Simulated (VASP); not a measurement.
# ZnRe (P-6m2) in VASP: notebook

One crystal, ZnRe, is run at these levels: PBEsol; tasks: single point.

Program: VASP 6.6.1. These are calculated values, not measurements. Logs are shortened: lines on timing, memory, paths and dates and some standing lists are left out, and cuts for length are marked.

## Step 1: The structure

The structure is hexagonal, space group P-6m2 (No. 187). The conventional cell has a = 2.748 Å, b = 2.748 Å, c = 4.494 Å, α = 90.00°, β = 90.00°, γ = 120.00°. Around Zn (site symmetry -6m2) lie 6 Zn at 2.75 Å and 6 Re at 2.75 Å. Re (site symmetry -6m2) has 6 Re at 2.75 Å and 6 Zn at 2.75 Å as nearest neighbours.

The cell comes from a database or a generator and needn't be the stable form of this composition.

## Step 2: Single point, PBEsol

Contents of INCAR:

```
SYSTEM = ZnRe
  ALGO = Fast
  EDIFF = 1E-6
  ENCUT = 520
  GGA = PS
  ISIF = 2
  ISMEAR = 0
  LASPH = .True.
  LCHARG = .False.
  LREAL = .False.
  LWAVE = .False.
  NBANDS = 16
  NELM = 100
  PREC = Accurate
  SIGMA = 0.15
```

Contents of KPOINTS:

```
k-points
0
Gamma
  21 21 10
  0 0 0
```

Contents of POSCAR:

```
ZnRe
1.0
    2.7482183437      0.0000000000      0.0000000000
   -1.3741091718      2.3800269008      0.0000000000
    0.0000000000      0.0000000000      4.4940660000
Zn Re
1 1
Direct
    0.0000000000      0.0000000000      0.0000000000
    0.3333333333      0.6666666667      0.5000000000
```

Potentials or basis: VASP PAW PBE potentials, release 64 (Zn, Re).

On the command line:

```sh
cat potpaw_PBE.64/Zn/POTCAR potpaw_PBE.64/Re/POTCAR > POTCAR
mpirun -np 1 vasp_std > vasp.out
```

OUTCAR:

```text
SYSTEM = ZnRe
   EDIFF = 1E-6
   ENCUT = 520
   GGA = PS
   ISIF = 2
   ISMEAR = 0
   LASPH = .True.
   LREAL = .False.
   NELM = 100
   PREC = Accurate

 ion  position               nearest neighbor table
   1  0.000  0.000  0.000-   2 2.75   2 2.75   2 2.75   2 2.75   2 2.75   2 2.75
   2  0.333  0.667  0.500-   1 2.75   1 2.75   1 2.75   1 2.75   1 2.75   1 2.75

  LATTYP: Found a hexagonal cell.
 ALAT       =     2.7482183437
 C/A-ratio  =     1.6352652657

  Lattice vectors:

 A1 = (   2.7482183437,   0.0000000000,   0.0000000000)
 A2 = (  -1.3741091718,   2.3800269008,   0.0000000000)
 A3 = (   0.0000000000,   0.0000000000,   4.4940660000)

Analysis of symmetry for initial positions (statically):
=====================================================================
 Subroutine PRICEL returns:
 Original cell was already a primitive cell.

 Routine SETGRP: Setting up the symmetry group for a
 hexagonal supercell.

 Subroutine GETGRP returns: Found 12 space group operations
 (whereof 12 operations were pure point group operations)
 out of a pool of 24 trial point group operations.

The static configuration has the point symmetry D_3h.

Analysis of symmetry for dynamics (positions and initial velocities):
=====================================================================
 Subroutine PRICEL returns:
 Original cell was already a primitive cell.

 Routine SETGRP: Setting up the symmetry group for a
 hexagonal supercell.

 Subroutine GETGRP returns: Found 12 space group operations
 (whereof 12 operations were pure point group operations)
 out of a pool of 24 trial point group operations.

The dynamic configuration has the point symmetry D_3h.

 Subroutine INISYM returns: Found 12 space group operations
 (whereof 12 operations are pure point group operations),
 and found     1 'primitive' translations

----------------------------------------------------------------------------------------

                                     Primitive cell

  volume of cell :      29.3949

  direct lattice vectors                    reciprocal lattice vectors
     2.748218344  0.000000000  0.000000000     0.363872107  0.210081659  0.000000000
    -1.374109172  2.380026901  0.000000000     0.000000000  0.420163318  0.000000000
     0.000000000  0.000000000  4.494066000     0.000000000  0.000000000  0.222515646

  length of vectors
     2.748218344  2.748218344  4.494066000     0.420163318  0.420163318  0.222515646

  position of ions in fractional coordinates (direct lattice)
     0.000000000  0.000000000  0.000000000
     0.333333333  0.666666667  0.500000000

  ion indices of the primitive-cell ions
   primitive index   ion index
                 1           1
                 2           2

----------------------------------------------------------------------------------------

 KPOINTS: k-points

Automatic generation of k-mesh.
 Grid dimensions read from file:
 generate k-points for:   21   21   10

 Generating k-lattice:

  Cartesian coordinates                     Fractional coordinates (reciprocal lattice)
     0.017327243  0.010003889  0.000000000     0.047619048  0.000000000  0.000000000
     0.000000000  0.020007777  0.000000000     0.000000000  0.047619048  0.000000000
     0.000000000  0.000000000  0.022251565     0.000000000  0.000000000  0.100000000

  Length of vectors
     0.020007777  0.020007777  0.022251565

  Shift w.r.t. Gamma in fractional coordinates (k-lattice)
     0.000000000  0.000000000  0.000000000

 Subroutine IBZKPT returns following result:
 ===========================================

 Found    288 irreducible k-points:

 Following reciprocal coordinates:
            Coordinates               Weight
  0.000000  0.000000  0.000000      1.000000
  0.047619  0.000000  0.000000      6.000000
  0.095238  0.000000  0.000000      6.000000
  0.142857  0.000000  0.000000      6.000000
  0.190476  0.000000  0.000000      6.000000
  0.238095  0.000000  0.000000      6.000000
[... 16 lines left out ...]
  0.142857  0.095238  0.000000     12.000000
  0.190476  0.095238  0.000000     12.000000
 [... further k-points ...]
   k-points           NKPTS =    288   k-points in BZ     NKDIM =    288   number of bands    NBANDS=     16
   number of dos      NEDOS =    301   number of ions     NIONS =      2
   total plane-waves  NPLWV =  14400
   dimension x,y,z NGX =    20 NGY =   20 NGZ =   36
   dimension x,y,z NGXF=    40 NGYF=   40 NGZF=   72
   ions per type =               1   1
   NGX,Y,Z   is equivalent  to a cutoff of  12.10, 12.10, 13.32 a.u.
   NGXF,Y,Z  is equivalent  to a cutoff of  24.20, 24.20, 26.63 a.u.
 SYSTEM =  ZnRe
   PREC   = accura    normal or accurate (medium, high low for compatibility)
   ISTART =      0    job   : 0-new  1-cont  2-samecut
   ICHARG =      2    charge: 1-file 2-atom 10-const
   ISPIN  =      1    spin polarized calculation?
   LNONCOLLINEAR =      F non collinear calculations
   LSORBIT =      F    spin-orbit coupling
   LASPH  =      T    aspherical Exc in radial PAW
   ENCUT  =  520.0 eV  38.22 Ry    6.18 a.u.   5.11  5.11  8.36*2*pi/ulx,y,z
   NELM   =    100;   NELMIN=  2; NELMDL= -5     # of ELM steps
   EDIFF  = 0.1E-05   stopping-criterion for ELM
   LREAL  =      F    real-space projection
   EDIFFG = 0.1E-04   stopping-criterion for IOM
   NSW    =      0    number of steps for IOM
   IBRION =     -1    ionic relax: 0-MD 1-quasi-New 2-CG
   NFREE  =      0    steps in history (QN), initial steepest desc. (CG)
   ISIF   =      2    stress and relaxation
   ISYM   =      2    0-nonsym 1-usesym 2-fastsym
   POTIM  = 0.5000    time-step for ionic-motion
   TEBEG  =    0.0;   TEEND  =   0.0 temperature during run
   PSTRESS=    0.0 pullay stress
   NELECT =      19.0000    total number of electrons
   NUPDOWN=      -1.0000    fix difference up-down
   EMIN   =  10.00;   EMAX   =-10.00  energy-range for DOS
   EFERMI =   0.00;   METHOD = LEGACY
   ISMEAR =     0;   SIGMA  =   0.15  broadening in eV -4-tet -1-fermi 0-gaus
   EFERMI_NEDOS =   21; number of points for ismear=-14 and -15
   IALGO  =     68    algorithm
   IMIX   =      4    mixing-type and parameters
     AMIX     =   0.40;   BMIX     =  1.00
     AMIX_MAG =   1.60;   BMIX_MAG =  1.00
  volume/ion in A,a.u.               =      14.70        99.18
  Fermi-wavevector in a.u.,A,eV,Ry     =   1.415474  2.674858 27.260173  2.003566
  Thomas-Fermi vector in A             =   2.536909
   LORBIT       =      0    0 simple, 1 ext, 2 COOP (PROOUT), +10 PAW based schemes
   GGA     = PS    functional components
   LHFCALC =     F    Hartree Fock is set to
   AEXX    =    0.0000 exact exchange contribution
   IVDW    =     0    specifies the selected vdW correction
   LEPSILON=     F    determine dielectric tensor
   LRPA    =     F    only Hartree local field effects (RPA)
 non-spin polarized calculation
 RMM-DIIS sequential band-by-band and
 Gauss-broadening in eV      SIGMA  =   0.15
  energy-cutoff  :      520.00
  volume of cell :       29.39
 maximum number of plane-waves:       804
   NGX = 11   NGY = 11   NGZ = 17

 number of electron      19.0000012 magnetization

 Free energy of the ion-electron system (eV)
  ---------------------------------------------------
  ext. energy  EPLUGINS =         0.00000000
  ---------------------------------------------------
  free energy    TOTEN  =       -14.44763123 eV

  energy without entropy =      -14.43369080  energy(sigma->0) =      -14.44066101

 E-fermi :   5.3339     XC(G=0): -12.9102

 val. band max:        5.3212781652   @ k =   0.3333   0.2381   0.5000
 cond. band min:       5.3468106084   @ k =   0.3810   0.1905   0.5000
 fundamental gap:      0.0255324431
 Fermi energy:         5.3339161784

 k-point     1 :       0.0000    0.0000    0.0000
  band No.  band energies     occupation
      1      -4.9254      2.00000
      2      -2.5416      2.00000
      3      -1.9075      2.00000
      4      -1.9075      2.00000
      5      -1.5250      2.00000
      6      -1.5250      2.00000
[... 8 lines left out ...]
     15      22.5070      0.00000
     16      22.7386      0.00000

 k-point     2 :       0.0476    0.0000    0.0000
  band No.  band energies     occupation
      1      -4.8509      2.00000
      2      -2.5157      2.00000
      3      -1.9164      2.00000
      4      -1.8938      2.00000
      5      -1.5422      2.00000
      6      -1.5290      2.00000
[... 8 lines left out ...]
     15      21.6569      0.00000
     16      21.9881      0.00000

 k-point     3 :       0.0952    0.0000    0.0000
  band No.  band energies     occupation
      1      -4.6313      2.00000
      2      -2.4457      2.00000
      3      -1.9399      2.00000
      4      -1.8538      2.00000
      5      -1.5919      2.00000
      6      -1.5404      2.00000
[... 8 lines left out ...]
     15      21.0013      0.00000
     16      21.0539      0.00000

 k-point     4 :       0.1429    0.0000    0.0000
  band No.  band energies     occupation
      1      -4.2782      2.00000
      2      -2.3533      2.00000
      3      -1.9666      2.00000
      4      -1.7904      2.00000
      5      -1.6690      2.00000
      6      -1.5584      2.00000
[... 8 lines left out ...]
     15      19.9729      0.00000
     16      21.4938      0.00000
[... 324 lines left out ...]
 k-point    22 :       0.0952    0.0952    0.0000
  band No.  band energies     occupation
      1      -4.0721      2.00000
      2      -2.3012      2.00000
      3      -2.0008      2.00000
      4      -1.7371      2.00000
      5      -1.7073      2.00000
      6      -1.5738      2.00000
[... 8 lines left out ...]
     15      18.0049      0.00000
     16      22.6535      0.00000

 k-point    23 :       0.1429    0.0952    0.0000
  band No.  band energies     occupation
      1      -3.6175      2.00000
      2      -2.2190      2.00000
      3      -2.0303      2.00000
      4      -1.7947      2.00000
      5      -1.6351      2.00000
      6      -1.6015      2.00000
[... 8 lines left out ...]
     15      17.0412      0.00000
     16      21.7540      0.00000

 k-point    24 :       0.1905    0.0952    0.0000
  band No.  band energies     occupation
      1      -3.0983      2.00000
      2      -2.1842      2.00000
      3      -1.9962      2.00000
      4      -1.8924      2.00000
      5      -1.6325      2.00000
      6      -1.5011      2.00000
[... 8 lines left out ...]
     15      16.2743      0.00000
     16      20.8494      0.00000

 [... further k-points ...]

------------------------ aborting loop because EDIFF is reached ----------------------------------------

  FORCE on cell =-STRESS in cart. coord.  units (eV):
  Direction    XX          YY          ZZ          XY          YZ          ZX
  --------------------------------------------------------------------------------------
  -------------------------------------------------------------------------------------
  Total       -1.6932461     -1.6932461     -1.6782772     -0.0000000      0.0000000     -0.0000000
  in kB      -92.2907396    -92.2907396    -91.4748566     -0.0000000      0.0000000     -0.0000000
  external PRESSURE =     -92.0187786 kB  Pullay stress =       0.0000000 kB

 VOLUME and BASIS-vectors are now :
 -----------------------------------------------------------------------------
  energy-cutoff  :      520.00
  volume of cell :       29.39
      direct lattice vectors                 reciprocal lattice vectors
     2.748218344  0.000000000  0.000000000     0.363872107  0.210081659  0.000000000
    -1.374109172  2.380026901  0.000000000     0.000000000  0.420163318  0.000000000
     0.000000000  0.000000000  4.494066000     0.000000000  0.000000000  0.222515646

 POSITION                                       TOTAL-FORCE (eV/Angst)
 -----------------------------------------------------------------------------------
      0.00000      0.00000      0.00000         0.000000      0.000000      0.000000
     -0.00000      1.58668      2.24703         0.000000     -0.000000      0.000000
 -----------------------------------------------------------------------------------
    total drift:                                0.000000     -0.000000      0.000000

  FREE ENERGIE OF THE ION-ELECTRON SYSTEM (eV)
  ---------------------------------------------------
  free  energy   TOTEN  =       -14.4476312251 eV

  energy  without entropy=      -14.4336908017  energy(sigma->0) =      -14.44066101
```

Run time: 2 min. Hardware: 1 thread of Intel Xeon Platinum 8488C (Sapphire Rapids), shared host; peak memory 0.25 GiB.

What came out:

- Free energy: -14.4476 eV
- Pressure: -9.2 GPa
- Band gap on the k mesh: none (metal or under the smearing width)

Levels at points of the mesh, in eV from the Fermi level:
```tsv
k point	band 6	band 7	band 8	band 9	band 10	band 11	band 12	band 13	band 14	band 15
(0.00, 0.00, 0.00)	-6.86	-4.99	-1.53	-1.22	-1.22	1.71	1.71	4.74	14.77	17.17
(0.00, 0.00, 0.50)	-6.87	-6.87	-3.09	-1.14	-1.14	1.64	1.64	9.53	14.10	14.98
```

Caveat: the PAW data sets were made with another functional, which shifts forces and pressure a little. Spin-orbit coupling is left out, which matters for the levels of Re.

(Continued in part 2 of 2.)
